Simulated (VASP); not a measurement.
Method: PBE GGA, VASP's PBE PAW potentials (set 64) (plane waves; VASP).

Input for VASP

POSCAR:
```
PbF2
1
    0.0000000000     2.9700000000     2.9700000000
    2.9700000000     0.0000000000     2.9700000000
    2.9700000000     2.9700000000     0.0000000000
Pb F
1 2
Direct
  0.0000000000   0.0000000000   0.0000000000
  0.2500000000   0.2500000000   0.2500000000
  0.7500000000   0.7500000000   0.7500000000
```

### KPOINTS
```
Automatic mesh
0
Gamma
6 6 6
0 0 0
```

### INCAR
```
! general
SYSTEM  = PbF2
PREC    = Accurate
ENCUT   = 520
LREAL   = .FALSE.
LASPH   = .TRUE.

! electronic loop
EDIFF   = 1E-6
NELM    = 100
ALGO    = Normal
IMIX    = 1
AMIX    = 1.0
BMIX    = 1.0
LMAXMIX = 4

! smearing
ISMEAR  = 0
SIGMA   = 0.05

! functional
GGA     = PE

! ions
ISIF    = 2

! output
LWAVE   = .FALSE.
LCHARG  = .FALSE.
```

POTCAR, in this order: Pb_d F (PBE.64 set). Program: vasp_std.

Output of the run:

OUTCAR:
```
 ion  position               nearest neighbor table
   1  0.000  0.000  0.000-   3 2.57   3 2.57   3 2.57   2 2.57   2 2.57   2 2.57   3 2.57   2 2.57
  LATTYP: Found a face centered cubic cell.
 ALAT       =     5.9400000000
 Subroutine PRICEL returns:
 Original cell was already a primitive cell.
 Subroutine GETGRP returns: Found 48 space group operations
The static configuration has the point symmetry O_h .
The dynamic configuration has the point symmetry O_h .
 Subroutine INISYM returns: Found 48 space group operations
 Subroutine IBZKPT returns following result:
 Found     16 irreducible k-points:

 Following reciprocal coordinates:
            Coordinates               Weight
  0.000000  0.000000  0.000000      1.000000
  0.166667  0.000000  0.000000      8.000000
  0.333333  0.000000  0.000000      8.000000
  0.500000  0.000000  0.000000      4.000000
  0.166667  0.166667  0.000000      6.000000
  0.333333  0.166667  0.000000     24.000000
  0.500000  0.166667  0.000000     24.000000
 -0.333333  0.166667  0.000000     24.000000
 -0.166667  0.166667  0.000000     12.000000
  0.333333  0.333333  0.000000      6.000000
...
```

File OSZICAR:
```
...
DAV:  12    -0.666072562281E+03   -0.35722E+03   -0.12141E+04   778   0.124E+03    0.137E+02
DAV:  13    -0.979911900833E+03   -0.31384E+03   -0.19174E+04  1080   0.108E+03    0.131E+02
DAV:  14    -0.844725700948E+03    0.13519E+03   -0.17556E+04   948   0.576E+02    0.137E+02
DAV:  15    -0.118725961567E+04   -0.34253E+03   -0.24102E+04  1098   0.105E+03    0.137E+02
DAV:  16    -0.873024711261E+03    0.31423E+03   -0.18417E+04   976   0.578E+02    0.137E+02
DAV:  17    -0.121950520508E+04   -0.34648E+03   -0.24871E+04  1108   0.110E+03    0.136E+02
DAV:  18    -0.847567109474E+03    0.37194E+03   -0.18155E+04   978   0.581E+02    0.133E+02
DAV:  19    -0.115856608510E+04   -0.31100E+03   -0.23672E+04  1070   0.107E+03    0.132E+02
DAV:  20    -0.849286853671E+03    0.30928E+03   -0.17981E+04   972   0.575E+02    0.135E+02
DAV:  21    -0.119086334586E+04   -0.34158E+03   -0.24186E+04  1094   0.107E+03    0.136E+02
DAV:  22    -0.852117372599E+03    0.33875E+03   -0.18185E+04   976   0.576E+02    0.133E+02
DAV:  23    -0.116549405809E+04   -0.31338E+03   -0.23808E+04  1112   0.107E+03    0.132E+02
DAV:  24    -0.857065548620E+03    0.30843E+03   -0.18243E+04   986   0.567E+02    0.135E+02
DAV:  25    -0.119655397066E+04   -0.33949E+03   -0.24352E+04  1090   0.108E+03    0.135E+02
DAV:  26    -0.843594674666E+03    0.35296E+03   -0.18066E+04   964   0.578E+02    0.133E+02
DAV:  27    -0.115394450519E+04   -0.31035E+03   -0.23657E+04  1116   0.107E+03    0.133E+02
DAV:  28    -0.861329881007E+03    0.29261E+03   -0.18306E+04   974   0.574E+02    0.135E+02
DAV:  29    -0.119010592234E+04   -0.32878E+03   -0.24283E+04  1120   0.108E+03    0.134E+02
DAV:  30    -0.830940670257E+03    0.35917E+03   -0.18006E+04   964   0.563E+02    0.130E+02
DAV:  31    -0.110851818192E+04   -0.27758E+03   -0.22856E+04  1114   0.105E+03    0.130E+02
DAV:  32    -0.856073749687E+03    0.25244E+03   -0.18134E+04   966   0.574E+02    0.135E+02
DAV:  33    -0.121403036911E+04   -0.35796E+03   -0.24615E+04  1102   0.107E+03    0.136E+02
DAV:  34    -0.851194043074E+03    0.36284E+03   -0.18203E+04   972   0.581E+02    0.132E+02
DAV:  35    -0.117194912626E+04   -0.32076E+03   -0.24102E+04  1136   0.107E+03    0.132E+02
DAV:  36    -0.865121677116E+03    0.30683E+03   -0.18400E+04   976   0.578E+02    0.136E+02
DAV:  37    -0.119014577792E+04   -0.32502E+03   -0.24370E+04  1104   0.107E+03    0.135E+02
DAV:  38    -0.856793355198E+03    0.33335E+03   -0.18216E+04   968   0.578E+02    0.135E+02
DAV:  39    -0.120674144587E+04   -0.34995E+03   -0.24415E+04  1084   0.107E+03    0.136E+02
DAV:  40    -0.844634596646E+03    0.36211E+03   -0.18078E+04   948   0.577E+02    0.132E+02
DAV:  41    -0.114164226451E+04   -0.29701E+03   -0.23390E+04  1136   0.107E+03    0.131E+02
DAV:  42    -0.841824570788E+03    0.29982E+03   -0.17978E+04   958   0.566E+02    0.131E+02
DAV:  43    -0.112322058862E+04   -0.28140E+03   -0.22988E+04  1102   0.106E+03    0.131E+02
DAV:  44    -0.831370718090E+03    0.29185E+03   -0.17820E+04   958   0.579E+02    0.131E+02
DAV:  45    -0.114016961177E+04   -0.30880E+03   -0.23229E+04  1124   0.107E+03    0.132E+02
DAV:  46    -0.865260137171E+03    0.27491E+03   -0.18175E+04   990   0.570E+02    0.137E+02
DAV:  47    -0.122704130119E+04   -0.36178E+03   -0.25033E+04  1114   0.106E+03    0.138E+02
DAV:  48    -0.847691347859E+03    0.37935E+03   -0.18174E+04   976   0.585E+02    0.132E+02
DAV:  49    -0.114322217694E+04   -0.29553E+03   -0.23464E+04  1116   0.107E+03    0.131E+02
DAV:  50    -0.863738489506E+03    0.27948E+03   -0.18271E+04   994   0.578E+02    0.136E+02
DAV:  51    -0.122325056740E+04   -0.35951E+03   -0.24739E+04  1084   0.108E+03    0.137E+02
DAV:  52    -0.834653043068E+03    0.38860E+03   -0.17876E+04   962   0.572E+02    0.130E+02
DAV:  53    -0.111624685742E+04   -0.28159E+03   -0.23016E+04  1136   0.105E+03    0.130E+02
DAV:  54    -0.853643371733E+03    0.26260E+03   -0.18136E+04   974   0.577E+02    0.134E+02
DAV:  55    -0.117435366146E+04   -0.32071E+03   -0.23896E+04  1118   0.105E+03    0.134E+02
DAV:  56    -0.841102641259E+03    0.33325E+03   -0.17994E+04   960   0.575E+02    0.132E+02
DAV:  57    -0.114313411277E+04   -0.30203E+03   -0.23465E+04  1130   0.105E+03    0.132E+02
DAV:  58    -0.870472989711E+03    0.27266E+03   -0.18338E+04   982   0.580E+02    0.136E+02
DAV:  59    -0.121028304584E+04   -0.33981E+03   -0.24468E+04  1082   0.109E+03    0.136E+02
DAV:  60    -0.837609243327E+03    0.37267E+03   -0.17929E+04   968   0.575E+02    0.132E+02
DAV:  61    -0.113879681184E+04   -0.30119E+03   -0.23392E+04  1108   0.108E+03    0.132E+02
DAV:  62    -0.861788467925E+03    0.27701E+03   -0.18232E+04   978   0.586E+02    0.135E+02
DAV:  63    -0.120701783764E+04   -0.34523E+03   -0.24613E+04  1088   0.108E+03    0.135E+02
DAV:  64    -0.819541311064E+03    0.38748E+03   -0.17832E+04   940   0.570E+02    0.128E+02
DAV:  65    -0.110059887899E+04   -0.28106E+03   -0.22642E+04  1148   0.105E+03    0.128E+02
DAV:  66    -0.856708212877E+03    0.24389E+03   -0.18094E+04   984   0.570E+02    0.134E+02
DAV:  67    -0.118495539731E+04   -0.32825E+03   -0.23971E+04  1056   0.106E+03    0.135E+02
DAV:  68    -0.832421034689E+03    0.35253E+03   -0.17808E+04   942   0.573E+02    0.130E+02
DAV:  69    -0.111072279051E+04   -0.27830E+03   -0.22844E+04  1132   0.106E+03    0.129E+02
DAV:  70    -0.857198241272E+03    0.25352E+03   -0.18143E+04   976   0.570E+02    0.134E+02
DAV:  71    -0.116854477270E+04   -0.31135E+03   -0.23867E+04  1096   0.106E+03    0.134E+02
DAV:  72    -0.856431114159E+03    0.31211E+03   -0.18097E+04   970   0.574E+02    0.135E+02
DAV:  73    -0.120068694430E+04   -0.34426E+03   -0.24433E+04  1094   0.108E+03    0.135E+02
DAV:  74    -0.855380038227E+03    0.34531E+03   -0.18195E+04   982   0.581E+02    0.135E+02
DAV:  75    -0.121166081560E+04   -0.35628E+03   -0.24738E+04  1126   0.109E+03    0.135E+02
DAV:  76    -0.861059048689E+03    0.35060E+03   -0.18386E+04   986   0.575E+02    0.134E+02
DAV:  77    -0.117631910250E+04   -0.31526E+03   -0.24121E+04  1122   0.108E+03    0.134E+02
DAV:  78    -0.841768311380E+03    0.33455E+03   -0.18089E+04   978   0.568E+02    0.132E+02
DAV:  79    -0.115005658588E+04   -0.30829E+03   -0.23532E+04  1112   0.108E+03    0.132E+02
DAV:  80    -0.830769250250E+03    0.31929E+03   -0.17932E+04   962   0.575E+02    0.131E+02
DAV:  81    -0.112231660734E+04   -0.29155E+03   -0.23080E+04  1080   0.105E+03    0.130E+02
DAV:  82    -0.835175712536E+03    0.28714E+03   -0.17898E+04   972   0.570E+02    0.132E+02
DAV:  83    -0.115857068762E+04   -0.32339E+03   -0.23653E+04  1078   0.106E+03    0.133E+02
DAV:  84    -0.824846660809E+03    0.33372E+03   -0.17782E+04   962   0.584E+02    0.130E+02
DAV:  85    -0.112109308417E+04   -0.29625E+03   -0.23026E+04  1118   0.106E+03    0.130E+02
DAV:  86    -0.857698621770E+03    0.26339E+03   -0.18160E+04   996   0.574E+02    0.137E+02
DAV:  87    -0.121821919244E+04   -0.36052E+03   -0.24807E+04  1074   0.107E+03    0.138E+02
DAV:  88    -0.818036603446E+03    0.40018E+03   -0.17850E+04   958   0.582E+02    0.128E+02
DAV:  89    -0.108233821120E+04   -0.26430E+03   -0.22598E+04  1140   0.105E+03    0.127E+02
DAV:  90    -0.853445432419E+03    0.22889E+03   -0.18128E+04   974   0.575E+02    0.135E+02
DAV:  91    -0.119879372499E+04   -0.34535E+03   -0.24364E+04  1104   0.107E+03    0.136E+02
DAV:  92    -0.838136189622E+03    0.36066E+03   -0.17989E+04   962   0.579E+02    0.131E+02
DAV:  93    -0.112869962511E+04   -0.29056E+03   -0.23215E+04  1120   0.106E+03    0.130E+02
DAV:  94    -0.846118755707E+03    0.28258E+03   -0.17970E+04   972   0.570E+02    0.133E+02
DAV:  95    -0.117670741851E+04   -0.33059E+03   -0.24019E+04  1116   0.108E+03    0.133E+02
DAV:  96    -0.841996469917E+03    0.33471E+03   -0.18009E+04   974   0.583E+02    0.133E+02
DAV:  97    -0.117373668236E+04   -0.33174E+03   -0.23894E+04  1128   0.108E+03    0.133E+02
DAV:  98    -0.840774515449E+03    0.33296E+03   -0.18011E+04   976   0.569E+02    0.132E+02
DAV:  99    -0.116100326175E+04   -0.32023E+03   -0.23668E+04  1104   0.107E+03    0.133E+02
DAV: 100    -0.847835861774E+03    0.31317E+03   -0.18207E+04   960   0.582E+02
   1 F= -.84783586E+03 E0= -.84783537E+03  d E =-.989924E-03
```

File OUTCAR:
```
------------------------ aborting loop EDIFF was not reached (unconverged)  ----------------------------
  FORCE on cell =-STRESS in cart. coord.  units (eV):
  Direction    XX          YY          ZZ          XY          YZ          ZX
  --------------------------------------------------------------------------------------
  Total      985.0359106    985.0359106    985.0359106     -0.0000000     -0.0000000      0.0000000
  in kB    30120.5780501  30120.5780501  30120.5780501     -0.0000000     -0.0000000      0.0000000
  external PRESSURE =   30120.5780501 kB  Pullay stress =       0.0000000 kB
  volume of cell :       52.40
      direct lattice vectors                 reciprocal lattice vectors
     0.000000000  2.970000000  2.970000000    -0.168350168  0.168350168  0.168350168
     2.970000000  0.000000000  2.970000000     0.168350168 -0.168350168  0.168350168
     2.970000000  2.970000000  0.000000000     0.168350168  0.168350168 -0.168350168
 POSITION                                       TOTAL-FORCE (eV/Angst)
 -----------------------------------------------------------------------------------
      0.00000      0.00000      0.00000         0.000000      0.000000      0.000000
      1.48500      1.48500      1.48500        -0.000000      0.000000     -0.000000
      4.45500      4.45500      4.45500         0.000000     -0.000000      0.000000
 -----------------------------------------------------------------------------------
    total drift:                                0.000000     -0.000000      0.000000
  FREE ENERGIE OF THE ION-ELECTRON SYSTEM (eV)
  ---------------------------------------------------
  free  energy   TOTEN  =      -847.8358617738 eV

  energy  without entropy=     -847.8348718498  energy(sigma->0) =     -847.83536681
```
(Selected blocks of OUTCAR.)

**stdout**
```
...
DAV:  81    -0.112231660734E+04   -0.29155E+03   -0.23080E+04  1080   0.105E+03    0.130E+02
DAV:  82    -0.835175712536E+03    0.28714E+03   -0.17898E+04   972   0.570E+02    0.132E+02
DAV:  83    -0.115857068762E+04   -0.32339E+03   -0.23653E+04  1078   0.106E+03    0.133E+02
DAV:  84    -0.824846660809E+03    0.33372E+03   -0.17782E+04   962   0.584E+02    0.130E+02
DAV:  85    -0.112109308417E+04   -0.29625E+03   -0.23026E+04  1118   0.106E+03    0.130E+02
DAV:  86    -0.857698621770E+03    0.26339E+03   -0.18160E+04   996   0.574E+02    0.137E+02
DAV:  87    -0.121821919244E+04   -0.36052E+03   -0.24807E+04  1074   0.107E+03    0.138E+02
DAV:  88    -0.818036603446E+03    0.40018E+03   -0.17850E+04   958   0.582E+02    0.128E+02
DAV:  89    -0.108233821120E+04   -0.26430E+03   -0.22598E+04  1140   0.105E+03    0.127E+02
DAV:  90    -0.853445432419E+03    0.22889E+03   -0.18128E+04   974   0.575E+02    0.135E+02
DAV:  91    -0.119879372499E+04   -0.34535E+03   -0.24364E+04  1104   0.107E+03    0.136E+02
DAV:  92    -0.838136189622E+03    0.36066E+03   -0.17989E+04   962   0.579E+02    0.131E+02
DAV:  93    -0.112869962511E+04   -0.29056E+03   -0.23215E+04  1120   0.106E+03    0.130E+02
DAV:  94    -0.846118755707E+03    0.28258E+03   -0.17970E+04   972   0.570E+02    0.133E+02
DAV:  95    -0.117670741851E+04   -0.33059E+03   -0.24019E+04  1116   0.108E+03    0.133E+02
DAV:  96    -0.841996469917E+03    0.33471E+03   -0.18009E+04   974   0.583E+02    0.133E+02
DAV:  97    -0.117373668236E+04   -0.33174E+03   -0.23894E+04  1128   0.108E+03    0.133E+02
DAV:  98    -0.840774515449E+03    0.33296E+03   -0.18011E+04   976   0.569E+02    0.132E+02
DAV:  99    -0.116100326175E+04   -0.32023E+03   -0.23668E+04  1104   0.107E+03    0.133E+02
DAV: 100    -0.847835861774E+03    0.31317E+03   -0.18207E+04   960   0.582E+02

 -----------------------------------------------------------------------------
|                                                                             |
|           W    W    AA    RRRRR   N    N  II  N    N   GGGG   !!!           |
|           W    W   A  A   R    R  NN   N  II  NN   N  G    G  !!!           |
|           W    W  A    A  R    R  N N  N  II  N N  N  G       !!!           |
|           W WW W  AAAAAA  RRRRR   N  N N  II  N  N N  G  GGG   !            |
|           WW  WW  A    A  R   R   N   NN  II  N   NN  G    G                |
|           W    W  A    A  R    R  N    N  II  N    N   GGGG   !!!           |
|                                                                             |
|     The electronic self-consistency was not achieved in the given           |
|     number of steps (NELM). The forces and other quantities evaluated       |
|     might not be reliable so examine the results carefully. If you find     |
|     spurious results, we suggest increasing NELM, if you were close to      |
|     convergence or switching to a different ALGO or adjusting the           |
|     density mixing parameters otherwise.                                    |
|                                                                             |
 -----------------------------------------------------------------------------

   1 F= -.84783586E+03 E0= -.84783537E+03  d E =-.989924E-03
```

Convergence was not reached.

The compound is PbF2 in the fluorite structure, the β form. The cell was not relaxed at this level. The k-mesh is coarse (spacing up to 0.31 per Å, 2π included), so the numbers may not be converged in it. The run is one of a series of settings (AMIX = 1.0, BMIX = 1.0, IMIX = 1 against the base run), some of them coarse on purpose.
